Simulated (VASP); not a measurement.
Level of theory: SCAN meta-GGA, VASP's PBE PAW potentials (set 64) (plane waves; VASP).

VASP input:

File KPOINTS:
```
Automatic mesh
0
Gamma
9 9 9
0 0 0
```

**POSCAR**
```
CeO2
1
    0.0000000000     2.7103090941     2.7103090941
    2.7103090941     0.0000000000     2.7103090941
    2.7103090941     2.7103090941     0.0000000000
Ce O
1 2
Direct
  0.0000000000   0.0000000000   0.0000000000
  0.2500000000   0.2500000000   0.2500000000
  0.7500000000   0.7500000000   0.7500000000
```

### INCAR
```
SYSTEM = CeO2
PREC = Accurate; ENCUT = 520; LREAL = .False.
LASPH = .True.; NBANDS = 48
EDIFF = 1E-7; NELM = 100; ALGO = Normal
LMAXMIX = 6; LMIXTAU = .True.
ISMEAR = 0; SIGMA = 0.01
METAGGA = SCAN
LWAVE = .False.; LCHARG = .False.; NEDOS = 1001
LOPTICS = .True.; LPEAD = .True.; CSHIFT = 0.1
```

POTCAR, in this order: Ce O (PBE.64 set). Program: vasp_std.

Output

**OSZICAR**
```
       N       E                     dE             d eps       ncg     rms          rms(c)
DAV:   1     0.124771971890E+03    0.12477E+03   -0.97693E+03  4408   0.677E+02
DAV:   2    -0.666005950691E+02   -0.19137E+03   -0.16290E+03  3440   0.177E+02
DAV:   3    -0.819714731234E+02   -0.15371E+02   -0.14839E+02  3912   0.520E+01
DAV:   4    -0.823711399210E+02   -0.39967E+00   -0.39746E+00  4752   0.686E+00
DAV:   5    -0.823847936063E+02   -0.13654E-01   -0.13639E-01  4976   0.924E-01    0.314E+01
DAV:   6    -0.686852111101E+02    0.13700E+02   -0.70030E+00  4240   0.173E+01    0.107E+01
DAV:   7    -0.687913451544E+02   -0.10613E+00   -0.30394E+00  3944   0.163E+01    0.165E+01
DAV:   8    -0.691871149363E+02   -0.39577E+00   -0.31618E+00  4376   0.116E+01    0.120E+01
DAV:   9    -0.684996379503E+02    0.68748E+00   -0.29724E+00  4120   0.152E+01    0.517E+00
DAV:  10    -0.684447270107E+02    0.54911E-01   -0.14652E-01  3704   0.291E+00    0.198E+00
DAV:  11    -0.684241161185E+02    0.20611E-01   -0.75777E-02  3704   0.175E+00    0.831E-01
DAV:  12    -0.684406704440E+02   -0.16554E-01   -0.78856E-02  3488   0.189E+00    0.234E+00
DAV:  13    -0.684575985276E+02   -0.16928E-01   -0.45286E-02  3576   0.157E+00    0.160E-01
DAV:  14    -0.684644251475E+02   -0.68266E-02   -0.89867E-03  3424   0.483E-01    0.256E-01
DAV:  15    -0.684649347649E+02   -0.50962E-03   -0.20333E-03  3880   0.275E-01    0.253E-02
DAV:  16    -0.684652033625E+02   -0.26860E-03   -0.10970E-04  4408   0.576E-02    0.650E-02
DAV:  17    -0.684652618475E+02   -0.58485E-04   -0.71882E-05  4232   0.398E-02    0.385E-02
DAV:  18    -0.684652345197E+02    0.27328E-04   -0.31096E-05  5216   0.421E-02    0.135E-02
DAV:  19    -0.684652345328E+02   -0.13088E-07   -0.30733E-06  3664   0.833E-03    0.870E-03
DAV:  20    -0.684652357678E+02   -0.12350E-05   -0.63108E-07  4312   0.463E-03    0.296E-03
DAV:  21    -0.684652352215E+02    0.54626E-06   -0.49822E-07  4192   0.413E-03    0.113E-03
DAV:  22    -0.684652355122E+02   -0.29068E-06   -0.15224E-07  4352   0.198E-03    0.135E-03
DAV:  23    -0.684652357034E+02   -0.19118E-06   -0.22244E-08  3176   0.109E-03    0.755E-04
DAV:  24    -0.684652353955E+02    0.30786E-06   -0.10074E-08  1944   0.607E-04    0.555E-04
DAV:  25    -0.684652354714E+02   -0.75853E-07   -0.17600E-09  1896   0.248E-04
   1 F= -.68465235E+02 E0= -.68465235E+02  d E =-.700333E-53
 imaginary and real dielectric function
```

### OUTCAR
```
------------------------ aborting loop because EDIFF is reached ----------------------------------------
  FORCE on cell =-STRESS in cart. coord.  units (eV):
  Direction    XX          YY          ZZ          XY          YZ          ZX
  --------------------------------------------------------------------------------------
  Total        0.0211499      0.0211499      0.0211499      0.0000000      0.0000000      0.0000000
  in kB        0.8510065      0.8510065      0.8510065      0.0000000      0.0000000      0.0000000
  external PRESSURE =       0.8510065 kB  Pullay stress =       0.0000000 kB
  volume of cell :       39.82
      direct lattice vectors                 reciprocal lattice vectors
     0.000000000  2.710309094  2.710309094    -0.184480804  0.184480804  0.184480804
     2.710309094  0.000000000  2.710309094     0.184480804 -0.184480804  0.184480804
     2.710309094  2.710309094  0.000000000     0.184480804  0.184480804 -0.184480804
 POSITION                                       TOTAL-FORCE (eV/Angst)
 -----------------------------------------------------------------------------------
      0.00000      0.00000      0.00000        -0.000000     -0.000000     -0.000000
      1.35515      1.35515      1.35515         0.000000      0.000000      0.000000
      4.06546      4.06546      4.06546        -0.000000     -0.000000     -0.000000
 -----------------------------------------------------------------------------------
    total drift:                                0.000000     -0.000000      0.000000
  FREE ENERGIE OF THE ION-ELECTRON SYSTEM (eV)
  ---------------------------------------------------
  free  energy   TOTEN  =       -68.4652354714 eV

  energy  without entropy=      -68.4652354714  energy(sigma->0) =      -68.46523547

 plasma frequency squared (from intraband transitions) (eV^2)
  --------------------------------------------------------------------------------------
       0.000       0.000       0.000
       0.000       0.000       0.000
       0.000       0.000       0.000

 plasma frequency squared (from interband transitions, int dw w eps(2)(w)) (eV^2)
  --------------------------------------------------------------------------------------
     688.559       0.000      -0.000      -0.000       0.000      -0.000
      -0.000       0.000     688.559       0.000      -0.000      -0.000
       0.000       0.000      -0.000       0.000     688.559       0.000
```
(Selected blocks of OUTCAR.)

The dielectric response may not be converged in the k-mesh; for small gaps it tends to come out too large.

The structure comes from a measured CeO2 entry (Fm-3m) of the Crystallography Open Database, whose conditions weren't checked. It was relaxed first. The run is not spin-polarised, so no magnetic state was tried.
